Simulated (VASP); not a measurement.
Output of a VASP run:

File OSZICAR:
```
       N       E                     dE             d eps       ncg     rms          rms(c)
DAV:   1    -0.732184471779E+01   -0.73218E+01   -0.88851E+03  1456   0.122E+03
DAV:   2    -0.629255801314E+02   -0.55604E+02   -0.54620E+02  1456   0.310E+02
DAV:   3    -0.661566159188E+02   -0.32310E+01   -0.30068E+01  2005   0.408E+01
DAV:   4    -0.662789310142E+02   -0.12232E+00   -0.12131E+00  1867   0.860E+00
DAV:   5    -0.662832780958E+02   -0.43471E-02   -0.43440E-02  2031   0.113E+00    0.290E+01
DAV:   6    -0.642606725431E+02    0.20226E+01   -0.43335E-01  1546   0.755E+00    0.158E+01
DAV:   7    -0.627525958020E+02    0.15081E+01   -0.57711E-01  2129   0.780E+00    0.140E+00
DAV:   8    -0.641668675581E+02   -0.14143E+01   -0.51872E-01  2072   0.691E+00    0.311E+00
DAV:   9    -0.640622482924E+02    0.10462E+00   -0.39129E-02  1526   0.250E+00    0.997E-01
DAV:  10    -0.639268296445E+02    0.13542E+00   -0.13927E-02  1571   0.123E+00    0.130E+00
DAV:  11    -0.639359731094E+02   -0.91435E-02   -0.91323E-04  1864   0.398E-01    0.101E+00
DAV:  12    -0.639491397760E+02   -0.13167E-01   -0.75224E-02  1456   0.330E+00    0.419E-01
DAV:  13    -0.639522558443E+02   -0.31161E-02   -0.14861E-03  1801   0.510E-01    0.327E-01
DAV:  14    -0.639496886158E+02    0.25672E-02   -0.49811E-04  1506   0.247E-01    0.461E-01
DAV:  15    -0.639526121368E+02   -0.29235E-02   -0.62656E-04  1501   0.266E-01    0.211E-01
DAV:  16    -0.639538407945E+02   -0.12287E-02   -0.54195E-04  1541   0.281E-01    0.123E-01
DAV:  17    -0.639538106231E+02    0.30171E-04   -0.71118E-05  1985   0.756E-02    0.920E-02
DAV:  18    -0.639541363346E+02   -0.32571E-03   -0.12318E-04  1496   0.131E-01    0.502E-02
DAV:  19    -0.639540769200E+02    0.59415E-04   -0.12806E-04  1591   0.102E-01    0.539E-02
DAV:  20    -0.639540753757E+02    0.15443E-05   -0.32370E-05  1991   0.560E-02    0.253E-02
DAV:  21    -0.639540627449E+02    0.12631E-04   -0.56892E-06  1591   0.304E-02    0.113E-02
DAV:  22    -0.639540857543E+02   -0.23009E-04   -0.60864E-06  1516   0.340E-02    0.729E-03
DAV:  23    -0.639540725957E+02    0.13159E-04   -0.15337E-06  1506   0.162E-02    0.366E-03
DAV:  24    -0.639540804327E+02   -0.78370E-05   -0.96054E-07  1516   0.934E-03    0.295E-03
DAV:  25    -0.639540740567E+02    0.63760E-05   -0.65005E-07  1511   0.852E-03    0.423E-03
DAV:  26    -0.639540754305E+02   -0.13739E-05   -0.84133E-08   898   0.354E-03    0.407E-03
DAV:  27    -0.639540736918E+02    0.17388E-05   -0.37907E-08   828   0.206E-03    0.130E-03
DAV:  28    -0.639540743268E+02   -0.63506E-06   -0.22069E-08   798   0.207E-03    0.401E-04
DAV:  29    -0.639540741821E+02    0.14471E-06   -0.57222E-09   798   0.113E-03    0.177E-04
DAV:  30    -0.639540739307E+02    0.25140E-06   -0.15518E-09   778   0.514E-04    0.825E-05
DAV:  31    -0.639540737575E+02    0.17316E-06   -0.14736E-09   773   0.551E-04    0.112E-04
DAV:  32    -0.639540734840E+02    0.27353E-06   -0.15423E-09   768   0.475E-04    0.183E-05
DAV:  33    -0.639540734841E+02   -0.11551E-09   -0.30802E-10   773   0.232E-04
   1 F= -.63954073E+02 E0= -.63954882E+02  d E =0.242478E-02
```

**OUTCAR**
```
------------------------ aborting loop because EDIFF is reached ----------------------------------------
  FORCE on cell =-STRESS in cart. coord.  units (eV):
  Direction    XX          YY          ZZ          XY          YZ          ZX
  --------------------------------------------------------------------------------------
  Total        0.0264296      0.0264296      0.0215066      0.0000000      0.0000000      0.0000000
  in kB        0.6624692      0.6624692      0.5390733      0.0000000      0.0000000      0.0000000
  external PRESSURE =       0.6213372 kB  Pullay stress =       0.0000000 kB
  volume of cell :       63.92
      direct lattice vectors                 reciprocal lattice vectors
     1.819885161 -3.152133354  0.000000000     0.274742611 -0.158622731  0.000000000
     1.819885161  3.152133354  0.000000000     0.274742611  0.158622731  0.000000000
     0.000000000  0.000000000  5.571296955     0.000000000  0.000000000  0.179491420
 POSITION                                       TOTAL-FORCE (eV/Angst)
 -----------------------------------------------------------------------------------
      1.81989      1.05071      1.39282        -0.000000      0.000000      0.000000
      1.81989     -1.05071      4.17847         0.000000     -0.000000      0.000000
 -----------------------------------------------------------------------------------
    total drift:                                0.000000      0.000105     -0.000010
  FREE ENERGIE OF THE ION-ELECTRON SYSTEM (eV)
  ---------------------------------------------------
  free  energy   TOTEN  =       -63.9540734841 eV

  energy  without entropy=      -63.9564982676  energy(sigma->0) =      -63.95488175
```
(Selected blocks of OUTCAR.)

**POSCAR**
```
Dy
1
    1.8198851606    -3.1521333543    -0.0000000000
    1.8198851606     3.1521333543    -0.0000000000
   -0.0000000000     0.0000000000     5.5712969554
Dy
2
Direct
  0.3333330000   0.6666670000   0.2500000000
  0.6666670000   0.3333330000   0.7500000000
```

Task: Reconstruct the remaining input files.

Result: Several could match; the one computed here: the input of the run itself, r2SCAN meta-GGA, plane waves, VASP's PBE PAW potentials (set 64).

**INCAR**
```
SYSTEM = Dy
PREC = Accurate; ENCUT = 480; LREAL = .False.
LASPH = .True.
EDIFF = 1E-7; NELM = 100; ALGO = Normal
LMAXMIX = 6; LMIXTAU = .True.
ISMEAR = 1; SIGMA = 0.1
METAGGA = R2SCAN
ISIF = 2
LWAVE = .False.; LCHARG = .False.
```

KPOINTS:
```
Automatic mesh
0
Gamma
10 10 6
0 0 0
```

POTCAR, in this order: Dy_3 (PBE.64 set). Program: vasp_std.

The 4f electrons are frozen in the core of the lanthanide potential, so 4f levels, which can set the real gap, and their magnetism are missing.

The compound is Dy in the hcp structure. It was relaxed first.
